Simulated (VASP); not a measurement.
Consider the following.

```xyz
4
Lattice="3.9439 0.0000 0.0000 0.0000 3.9439 0.0000 0.0000 0.0000 17.8263" Properties=species:S:1:pos:R:3 pbc="T T T"
Pb     1.9720     0.0000     7.7677
Pb     0.0000     1.9720    10.0586
O      1.9720     1.9720     8.9132
O      0.0000     0.0000     8.9132
```

Calculation: LDA (Ceperley-Alder, Perdew-Zunger), VASP's LDA PAW potentials (set 64) (plane waves; VASP 6.6.1). Run with PREC = Normal, EDIFF = 1E-5, 500 eV cut-off, 12×12×1 Γ-centred mesh, Gaussian smearing of 0.050 eV, potentials Pb_d O.

Q: The ions and cell shape at fixed volume are relaxed. Which structure does the run end with?

A: 
```xyz
4
Lattice="3.9249 0.0000 0.0000 0.0000 3.9249 0.0000 0.0000 0.0000 17.9991" Properties=species:S:1:pos:R:3 pbc="T T T"
Pb     1.9625     0.0000     7.8035
Pb     0.0000     1.9625    10.1956
O      1.9625     1.9625     8.9996
O      3.9249     0.0000     8.9996
```

Q: How much energy does the relaxation gain?

A: The energy (σ→0) changes by -8.3 meV/atom, in 4 ionic steps.

The cell is a sheet with vacuum, built from PbO (litharge).
